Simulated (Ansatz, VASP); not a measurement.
Two plane-wave programs on SiB6

Contents of INCAR:

```
SYSTEM = SiB6
  ALGO = Normal
  EDIFF = 1E-6
  ENCUT = 520
  GGA = PE
  ISIF = 2
  ISMEAR = 0
  LASPH = .True.
  LCHARG = .False.
  LREAL = .False.
  LWAVE = .False.
  NBANDS = 20
  NELM = 60
  PREC = Accurate
  SIGMA = 0.2
```

KPOINTS

```
k-points
0
Gamma
  6 6 6
  0 0 0
```

The input POSCAR:

```
SiB6
1.0
    4.1328266830      0.0000000000      0.0000000000
    0.0000000000      4.1328266830      0.0000000000
    0.0000000000      0.0000000000      4.1328266830
Si B
1 6
Direct
    0.0000000000      0.0000000000      1.0000000000
    0.7997844009      0.5000000000      0.5000000000
    0.2002155991      0.5000000000      0.5000000000
    0.5000000000      0.7997844009      0.5000000000
    0.5000000000      0.2002155991      0.5000000000
    0.5000000000      0.5000000000      0.7997844009
    0.5000000000      0.5000000000      0.2002155991
```

Input for Ansatz:

```yaml
crystal:
  lattice:
    - [4.132826683, 0.0, 0.0]
    - [0.0, 4.132826683, 0.0]
    - [0.0, 0.0, 4.132826683]
  atoms:
    - { symbol: Si, position: [0.0, 0.0, 1.0] }
    - { symbol: B, position: [0.7997844009, 0.5, 0.5] }
    - { symbol: B, position: [0.2002155991, 0.5, 0.5] }
    - { symbol: B, position: [0.5, 0.7997844009, 0.5] }
    - { symbol: B, position: [0.5, 0.2002155991, 0.5] }
    - { symbol: B, position: [0.5, 0.5, 0.7997844009] }
    - { symbol: B, position: [0.5, 0.5, 0.2002155991] }
basis:
  ecutwfc: 420
kpoints:
  mp_grid: { grid: [6, 6, 6] }
hamiltonian:
  xc: pbe
scf:
  occupations: { method: gaussian, width: 0.2 }
  lower_state_search: "off"
output:
  forces: true
  stress: true
  eigenvalues: true
```

Alike in both runs: task single point; functional PBE; k mesh 6 × 6 × 6; occupations gaussian, width 0.2 eV; no spin polarisation.

```csv
,VASP,Ansatz
version,VASP 6.6.1,Ansatz 0.2.0
potentials or method,"VASP PAW PBE potentials, release 64 (Si, B)","scalar-relativistic, plane waves, PAW"
plane-wave cutoff (eV),520,420
valence electrons in the cell,22,22
```

```tsv
	VASP	Ansatz	Ansatz less VASP
gap on the k mesh at the Fermi level (eV)	0.07	0.07	-0.001
least direct gap on the mesh (eV)	0.68	0.68	-0.001
pressure (GPa)	0.1	0.1	-0.03
rms of the force components (eV/Å)	0.018	0.009	-0.0090
```

Atom by atom the forces differ by 0.009 eV/Å (rms over components). With one functional, cell and mesh, what is left measures potentials, basis and numerics.
